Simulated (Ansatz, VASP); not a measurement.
# One calculation of Sc3PIr4, two programs

Contents of INCAR:

```
SYSTEM = Sc3PIr4
ALGO     = Normal         ! electronic algorithm
EDIFF    = 1E-7           ! SCF threshold, eV
ENCUT    = 520            ! plane-wave cutoff, eV
GGA      = PE             ! functional
ISIF     = 2              ! what is computed and relaxed
ISMEAR   = 0              ! smearing method
LASPH    = .TRUE.         ! aspherical terms in the spheres
LCHARG   = .FALSE.        ! write CHGCAR
LREAL    = .FALSE.        ! projectors in reciprocal space
LWAVE    = .FALSE.        ! write WAVECAR
NBANDS   = 47             ! bands
NELM     = 100            ! most SCF steps
PREC     = Accurate       ! precision mode
SIGMA    = 0.2            ! smearing width, eV
```

KPOINTS

```
k-points
0
G
  6 6 2
  0 0 0
```

Contents of POSCAR:

```
Sc3PIr4
1.0
    3.2216928622      0.0000000000      0.0000000000
    0.0000000000      3.2216928622      0.0000000000
    0.0000000000      0.0000000000     12.3935117714
Sc P Ir
3 1 4
Direct
    0.0000000000      0.0000000000      0.2400675516
    0.0000000000      0.0000000000      0.5000000000
    0.0000000000      0.0000000000      0.7599324484
    0.0000000000      0.0000000000      0.0000000000
    0.5000000000      0.5000000000      0.1118384324
    0.5000000000      0.5000000000      0.3698691416
    0.5000000000      0.5000000000      0.6301308584
    0.5000000000      0.5000000000      0.8881615676
```

Input for Ansatz:

```yaml
crystal:
  lattice:
    - [3.2216928622, 0.0, 0.0]
    - [0.0, 3.2216928622, 0.0]
    - [0.0, 0.0, 12.3935117714]
  atoms:
    - { symbol: Sc, position: [0.0, 0.0, 0.2400675516] }
    - { symbol: Sc, position: [0.0, 0.0, 0.5] }
    - { symbol: Sc, position: [0.0, 0.0, 0.7599324484] }
    - { symbol: P, position: [0.0, 0.0, 0.0] }
    - { symbol: Ir, position: [0.5, 0.5, 0.1118384324] }
    - { symbol: Ir, position: [0.5, 0.5, 0.3698691416] }
    - { symbol: Ir, position: [0.5, 0.5, 0.6301308584] }
    - { symbol: Ir, position: [0.5, 0.5, 0.8881615676] }
basis:
  ecutwfc: 420
kpoints:
  mp_grid: { grid: [6, 6, 2] }
hamiltonian:
  xc: pbe
scf:
  occupations: { method: gaussian, width: 0.2 }
  lower_state_search: "off"
output:
  forces: true
  stress: true
  eigenvalues: true
```

Alike in both runs: task single point; functional PBE; k mesh 6 × 6 × 2; occupations gaussian, width 0.2 eV; no spin polarisation.

```csv
,VASP,Ansatz
version,VASP 6.6.1,Ansatz 0.2.0
potentials or method,"VASP PAW PBE potentials, release 64 (Sc_sv, P, Ir)","scalar-relativistic, plane waves, PAW"
plane-wave cutoff (eV),520,420
valence electrons in the cell,74,106
```

Ansatz gave:

| Item | Value |
| --- | --- |
| gap on the k mesh at the Fermi level (eV) | none |
| pressure (GPa) | 0.2 |
| largest component of the traceless stress (GPa) | 0.27 |
| rms of the force components (eV/Å) | 0.006 |

Problem. Which values does VASP return?

Solution. gap on the k mesh at the Fermi level (eV): none; pressure (GPa): 0.5; largest component of the traceless stress (GPa): 0.27; rms of the force components (eV/Å): 0.008.

Atom by atom the forces differ by 0.003 eV/Å (rms over components). A gap of «none» marks a metal or a gap that the smearing closes. With one functional, cell and mesh, what is left measures potentials, basis and numerics. The two sets of potentials don't hold the same shells in valence.

Spin-orbit coupling is left out, which matters for the levels of Ir.
